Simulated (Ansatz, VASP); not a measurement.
**Cross-check of TiC between VASP and Ansatz**

Wanted: the spread between two codes on one cell, functional and k mesh. The cell is taken from a series of runs on this material, whose earlier steps may have relaxed, scaled, displaced or heated it; both programs get it as it stands.

Calculated with Ansatz 0.2.0; plane waves, with VASP 6.6.1 beside it; zone-centre phonons at PBEsol.

**1. The structure**

The structure is tetragonal, space group I4/mmm (No. 139). The conventional cell has a = 3.030 Å, b = 3.030 Å, c = 4.336 Å, α = 90.00°, β = 90.00°, γ = 90.00°. Nearest to C lie 6 Ti at 2.14 to 2.17 Å. Nearest to Ti lie 6 C at 2.14 to 2.17 Å. Farther neighbours are not listed.

**2. Ansatz: zone-centre phonons, PBEsol, pair 1**

Ansatz runs on its PAW soft_1 files.

Second derivatives magnify differences that forces hide, and they need a tight electronic threshold.

File input.yaml:

```yaml
crystal:
  lattice:
    - [0.0, 2.142544085, 2.1679077514]
    - [2.142544085, 0.0, 2.1679077514]
    - [2.142544085, 2.142544085, 0.0]
  atoms:
    - { symbol: C, position: [0.5, 0.5, 0.5] }
    - { symbol: Ti, position: [0.0, 0.0, 0.0] }
kpoints:
  mp_grid: { grid: [16, 16, 16] }
hamiltonian:
  xc: pbesol
  pseudopotentials: { kind: paw, azcp: { folder: soft_1 }, xc_functional: pbe }
scf:
  occupations: { method: methfessel_paxton, width: 0.2 }
output:
  eigenvalues: true
phonons:
  method: dfpt
```

Command:

```bash
> ansatz run input.yaml --threads 4 --pin off --max-ram 10240MiB --backend cpu --events-out ev --progress --plain --runs-dir out
```

Numbers of over 12 decimals in the logs are rounded to 6 here.

What it wrote:

```text
zone centre: on kpoints.mp_grid the ground state, and the responses unless they are solved on pairs of k-points, stand on 621 of the mesh's 4096 k-points, reduced under 8 symmetry operations, with k and −k counted as one. Each operation leaves every solved displacement unchanged or reverses it
Engine: ansatz 0.2.0, x86_64-unknown-linux-gnu
Pseudopotentials: kind: paw
Pseudopotential: C, paw, valence charge 4, recommended cutoff 420 eV (normal), soft_1/C.paw.azcp
Pseudopotential: Ti, paw, valence charge 12, recommended cutoff 420 eV (normal), soft_1/Ti.paw.azcp
Functional definition: PBEsol
  exchange = pbesol_x
  correlation = pbesol_c
Crystal: 2 atoms, lattice volume = 19.904 Å³
Basis set: ecut = 420 eV, 395 PW (Γ), exchange–correlation on 48×48×48 points (8 copies of the dense FFT grid, shifted against one another)
Bands: 12, of which v1, the nominal top of the filled ones, is band 8 counted from 1 (7 counted from 0)
Symmetry: 16 space group operations
k-points: 621 of 4096 (irreducible under 8 space group operations)
Non-local potential: C, projectors of the file, l = 0: 2, l = 1: 2, l = 2: 1
Non-local potential: Ti, projectors of the file, l = 0: 3, l = 1: 2, l = 2: 3, l = 3: 1
PAW form: soft (Blöchl's): semilocal exchange-correlation on the pseudo side does not see the compensation charge
PAW frozen core: C, regenerated for the run's functional, and the local potential with it (the file was generated under x = pbe(κ = 0.804, μ = 0.219515), c = pbe(β = 0.066725))
PAW frozen core: Ti, regenerated for the run's functional, and the local potential with it (the file was generated under x = pbe(κ = 0.804, μ = 0.219515), c = pbe(β = 0.066725))
PAW one-centre angular grid: C, 110 points (default); XC on 64 Gauss nodes
PAW one-centre angular grid: Ti, 590 points (default); XC on 64 Gauss nodes
Initial density: superposition of atomic densities (chi_scale 0.1, normalization cell, long waves kept (reshape's long-wave potential 0.00 eV rms))
Initial wavefunctions: pseudopotential atomic-orbital guess
Functional: x = pbesol(κ = 0.804, μ = 0.123457), c = pbesol(β = 0.046)
SCF iter   1: F=—  HF=-2723.409795 eV  |F-HF|=—  |Δ(HF+E_count)|=         —  Δρ=1.38e-1  dr2=4.91e0  ethr=3.10e-3  ⟨swp⟩=4.2  Hψ=35082  notcnv=0
preconditioner: auto → none  [metal: Δε(μ)=0.072 eV  Ē_g=9.158 eV  σ=0.200 eV  W_gap=0.28  n_scr=8 (ndim 8)  ℏωp=23.5 eV  f_vac=0.000  D(μ)=0.22/eV (n_scr^D=0)  sad-step TF]
SCF iter   2: F=—  HF=-2722.919377 eV  |F-HF|=—  |Δ(HF+E_count)|=   4.90e-1  S|Δr|=    0.00e0  Δρ=9.70e-2  dr2=2.48e0  ethr=3.10e-3  ⟨swp⟩=2.0  Hψ=14845  notcnv=0
SCF iter   3: F=—  HF=-2722.424429 eV  |F-HF|=—  |Δ(HF+E_count)|=   4.95e-1  S|Δr|=    0.00e0  Δρ=8.19e-3  dr2=7.53e-3  ethr=3.10e-3  ⟨swp⟩=2.8  Hψ=15135  notcnv=0
SCF iter   4: F=—  HF=-2722.421655 eV  |F-HF|=—  |Δ(HF+E_count)|=   2.77e-3  S|Δr|=    0.00e0  Δρ=1.42e-3  dr2=1.84e-4  ethr=4.71e-5  ⟨swp⟩=2.0  Hψ=17663  notcnv=0
SCF iter   5: F=—  HF=-2722.421787 eV  |F-HF|=—  |Δ(HF+E_count)|=   1.32e-4  S|Δr|=    0.00e0  Δρ=3.76e-4  dr2=2.02e-5  ethr=1.15e-6  ⟨swp⟩=2.0  Hψ=9947  notcnv=0
SCF iter   6: F=—  HF=-2722.421786 eV  |F-HF|=—  |Δ(HF+E_count)|=   1.35e-6  S|Δr|=    0.00e0  Δρ=4.72e-5  dr2=4.14e-7  ethr=1.26e-7  ⟨swp⟩=2.0  Hψ=11970  notcnv=0
SCF iter   7: F=—  HF=-2722.421786 eV  |F-HF|=—  |Δ(HF+E_count)|=   8.25e-8  S|Δr|=    0.00e0  Δρ=3.17e-6  dr2=1.52e-9  ethr=2.59e-9  ⟨swp⟩=3.0  Hψ=12533  notcnv=0
SCF iter   8: F=—  HF=-2722.421786 eV  |F-HF|=—  |Δ(HF+E_count)|=  5.36e-10  S|Δr|=    0.00e0  Δρ=1.55e-6  dr2=4.83e-10  ethr=9.49e-12  ⟨swp⟩=2.7  Hψ=11817  notcnv=0
SCF iter   9: F=-2722.421786 eV  HF=-2722.421786 eV  |F-HF|=1.82e-12  |Δ(HF+E_count)|=  1.50e-10  S|Δr|=    0.00e0  Δρ=7.80e-8  dr2=1.30e-12  ethr=1.00e-12  ⟨swp⟩=3.9  Hψ=32533  notcnv=0
the search or the solves at the SCF's close seem to have found levels that the self-consistency loop had missed (the run counts 1). By its estimate they hold under 1e-12 electrons; where the run keeps them, the occupations were computed again with them
SCF 1 converged in 9 iterations: F = -2722.421786 eV  dr2 = 1.30e-12
  greatest PAW one-centre occupation: 0.998 electrons in one spin orbital (limit 2), on the Ti atom at site 1 (counted from 0), in its partial waves of l = 0
DFPT response loops at Γ: preconditioner auto → Kerker (q_TF=auto, 2.631 Å⁻¹) (partly filled bands, converged f_vac=0.000); β = 1.00, the filter's whole step (`scf.mixing.beta` (0.50) is not read by the response loops under this deck's `scf.mixing.preconditioner`; to damp them name `kerker` or `kerker_dos`, under which they read `scf.mixing.beta`, and type it under 1.00, their step now; both keys bind the ground state too); Broyden in place of MSR1
SCF converged after 9 iterations
Stability not checked: this state was not tested for a lower state beside it, because cold or Methfessel-Paxton smearing, or corrected tetrahedra, fill the levels in a way that the test cannot read (fill_not_monotonic; see scf.lower_state_search)
Free energy (F): -2722.421786 eV
Harris-Foulkes:  -2722.421786 eV  (|F-HF|=1.82e-12)
Internal energy: -2722.421480 eV  (E = F + TS)
E sigma→0 (E₀):  -2722.421709 eV
Entropy (-TS):   -0.000306 eV (-0.153 meV/atom)
Fermi energy:    14.859381 eV
Step filling:    the computed levels leave a gap of 0.0000 eV = 0.0 smearing widths at the electron count; against every level under it full and every level over it empty, smearing changes F+E_penalty+E_count by -0.392 meV and its σ→0 estimate by -0.315 meV
--- Per-component energies (eV) ---
  E_band       = -106.616183
  E_kinetic    = 366.826795
  E_local      = -817.256269  (includes V_loc(G=0)·N_el)
  E_nonlocal   = 84.445144
  E_hartree    = 321.944429
  E_xc         = -163.637461
  E_vxc        = -205.062744  (∫ρ·V_xc dr)
  E_paw        = -1112.128185  (= ΣΔE_a)
  E_vpaw       = -179.457942  (= ΣTr[D̂ρ^β])
  E_aug_tail   = -0.000062  (compensation charges beyond the density's cutoff)
  E_ewald      = -1402.776356
  E_core_change = 0.160485  (= ΣΔE_core)
  E_smearing   = -0.000306  (= −TS)
  E_closure    = -0.000000  (closes the sum)
  Σ components = -2722.421786   (vs F -2722.421786, Δ=0.00e0)
--- Band table (eV; the first three rows and the last of 621) ---
  k-point 0: bands = [... 4 lower, 2.4031, 15.4822, 15.5736, 15.5736, 16.5685, 16.6017, 16.6156, 16.6156]
  k-point 1: bands = [... 4 lower, 2.4947, 15.0938, 15.3159, 15.3837, 15.9017, 15.9354, 16.8410, 17.6189]
  k-point 2: bands = [... 4 lower, 2.7635, 14.2078, 14.5497, 14.6049, 15.9719, 16.0019, 17.1782, 18.7048]
  k-point 620: bands = [... 4 lower, 4.7013, 11.3206, 13.1458, 14.9198, 14.9198, 17.6917, 18.5024, 18.5024]
--- Phonons (Γ-DFPT): 4 representative perturbations + reference, on 621 of 4096 k-points (Σ response iterations 12) ---
  k mesh reduced under 8 symmetry operations, with k and −k counted as one. Each operation leaves every solved displacement unchanged or reverses it
  ASR residual: 3.564e-5 → 0.000e0 eV/Å²; symmetrization residual: 2.541e-7 eV/Å²
  ASR residual per site (eV/Å²): 9.84e-6 3.56e-5
  Γ frequencies (cm⁻¹): 0.00 0.00 0.00 517.95 545.40 545.40
  non-analytic LO–TO correction: not included (Born effective charges unavailable; polar crystals: no LO–TO splitting at Γ)
```

Reading the cycles: dr2 is the Hartree energy of the density residual (eV), the measure of convergence; HF is the Harris–Foulkes estimate of the energy, which meets the free energy F at convergence.

(Part 1 of 3 ends here.)

[Lines on the potential files, build, host, timing and source positions are cut from VASP's logs without a mark.]

[Logs are printed without paths, hosts, clocks, repeated set-up lines and the standing remarks that a program may print on its own settings, such as how far it seeks lower states.]

[Hosts, paths, dates, database ids (printed as entryN), source tags and the programs' standing remarks are cut or masked in the printed files.]
